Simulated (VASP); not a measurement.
Computed with r2SCAN meta-GGA, VASP's PBE PAW potentials (set 64) (plane waves; VASP 6.6.1).

VASP input:

**KPOINTS**
```
Automatic mesh
0
Gamma
11 11 6
0 0 0
```

POSCAR:
```
CdS
1.0
  2.0806356142  -3.6037664216   0.0000000000
  2.0806356142   3.6037664216   0.0000000000
  0.0000000000   0.0000000000   6.7599479117
Cd S
2 2
direct
  0.6666670000   0.3333330000   0.5000154508
  0.3333330000   0.6666670000   0.0000154508
  0.6666670000   0.3333330000   0.8769845492
  0.3333330000   0.6666670000   0.3769845492
```

INCAR:
```
ALGO  =  Normal
CSHIFT  =  0.1
EDIFF  =  1E-7
ENCUT  =  400
ISMEAR  =  0
LASPH  =  .True.
LCHARG  =  .False.
LMAXMIX  =  4
LMIXTAU  =  .True.
LOPTICS  =  .True.
LPEAD  =  .True.
LREAL  =  .False.
LWAVE  =  .False.
METAGGA  =  R2SCAN
NBANDS  =  66
NEDOS  =  1001
NELM  =  100
PREC  =  Accurate
SIGMA  =  0.01
SYSTEM  =  CdS
```

POTCAR, in this order: Cd S (PBE.64 set). Program: vasp_std.

Output

File OSZICAR:
```
       N       E                     dE             d eps       ncg     rms          rms(c)
DAV:   1     0.222057082994E+03    0.22206E+03   -0.12470E+04  8512   0.416E+02
DAV:   2    -0.529144106374E+02   -0.27497E+03   -0.24047E+03  9722   0.152E+02
DAV:   3    -0.696510640309E+02   -0.16737E+02   -0.16516E+02 10092   0.418E+01
DAV:   4    -0.697529253406E+02   -0.10186E+00   -0.10182E+00  9720   0.337E+00
DAV:   5    -0.697534744725E+02   -0.54913E-03   -0.54912E-03  9862   0.217E-01    0.110E+01
DAV:   6    -0.626436060900E+02    0.71099E+01   -0.29304E+00  9740   0.126E+01    0.118E+01
DAV:   7    -0.602958844860E+02    0.23477E+01   -0.50602E-01  8706   0.270E+00    0.860E+00
DAV:   8    -0.602199717907E+02    0.75913E-01   -0.30485E-01  8610   0.221E+00    0.771E-01
DAV:   9    -0.588874466726E+02    0.13325E+01   -0.33494E-01  8550   0.210E+00    0.679E-01
DAV:  10    -0.590899522877E+02   -0.20251E+00   -0.41409E-02  8566   0.701E-01    0.577E-01
DAV:  11    -0.590536266190E+02    0.36326E-01   -0.12992E-03  9864   0.113E-01    0.642E-01
DAV:  12    -0.593712746525E+02   -0.31765E+00   -0.82575E-02  8512   0.104E+00    0.296E-01
DAV:  13    -0.592711966658E+02    0.10008E+00   -0.40519E-02  8966   0.702E-01    0.487E-01
DAV:  14    -0.593484204116E+02   -0.77224E-01   -0.13078E-02  8618   0.374E-01    0.298E-01
DAV:  15    -0.593761218513E+02   -0.27701E-01   -0.74253E-03  8806   0.300E-01    0.744E-02
DAV:  16    -0.593756805233E+02    0.44133E-03   -0.45971E-04  9342   0.646E-02    0.567E-02
DAV:  17    -0.593756252218E+02    0.55301E-04   -0.24577E-05  9224   0.165E-02    0.602E-02
DAV:  18    -0.593771472779E+02   -0.15221E-02   -0.19191E-04  8976   0.445E-02    0.126E-01
DAV:  19    -0.593786579608E+02   -0.15107E-02   -0.61349E-04  8578   0.934E-02    0.970E-02
DAV:  20    -0.593786947323E+02   -0.36772E-04   -0.29472E-05  9296   0.158E-02    0.719E-02
DAV:  21    -0.593786785378E+02    0.16194E-04   -0.64373E-06  9200   0.104E-02    0.532E-02
DAV:  22    -0.593786706945E+02    0.78434E-05   -0.59861E-06  8812   0.898E-03    0.138E-02
DAV:  23    -0.593786744627E+02   -0.37682E-05   -0.76320E-06  8612   0.898E-03    0.461E-03
DAV:  24    -0.593786743707E+02    0.92014E-07   -0.44828E-07 10134   0.198E-03
   1 F= -.59378674E+02 E0= -.59378674E+02  d E =-.116743E-23
 imaginary and real dielectric function
```

**OUTCAR**
```
------------------------ aborting loop because EDIFF is reached ----------------------------------------
  FORCE on cell =-STRESS in cart. coord.  units (eV):
  Direction    XX          YY          ZZ          XY          YZ          ZX
  --------------------------------------------------------------------------------------
  Total        0.0188492      0.0188492      0.0357970      0.0000000      0.0000000      0.0000000
  in kB        0.2979041      0.2979041      0.5657579      0.0000000      0.0000000      0.0000000
  external PRESSURE =       0.3871887 kB  Pullay stress =       0.0000000 kB
  volume of cell :      101.37
      direct lattice vectors                 reciprocal lattice vectors
     2.080635614 -3.603766422  0.000000000     0.240311180 -0.138743731  0.000000000
     2.080635614  3.603766422  0.000000000     0.240311180  0.138743731  0.000000000
     0.000000000  0.000000000  6.759947912     0.000000000  0.000000000  0.147930134
  FREE ENERGIE OF THE ION-ELECTRON SYSTEM (eV)
  ---------------------------------------------------
  free  energy   TOTEN  =       -59.3786743707 eV

  energy  without entropy=      -59.3786743707  energy(sigma->0) =      -59.37867437

 plasma frequency squared (from intraband transitions) (eV^2)
  --------------------------------------------------------------------------------------
       0.000       0.000       0.000
       0.000       0.000       0.000
       0.000       0.000       0.000

 plasma frequency squared (from interband transitions, int dw w eps(2)(w)) (eV^2)
  --------------------------------------------------------------------------------------
     318.188       0.000      -0.000       0.000       0.000      -0.000
      -0.000      -0.000     318.188       0.000       0.000       0.000
       0.000       0.000       0.000      -0.000     318.140       0.000
```
(Selected blocks of OUTCAR.)

The dielectric response may not be converged in the k-mesh; for small gaps it tends to come out too large.

The compound is CdS in the wurtzite structure. It was relaxed first.
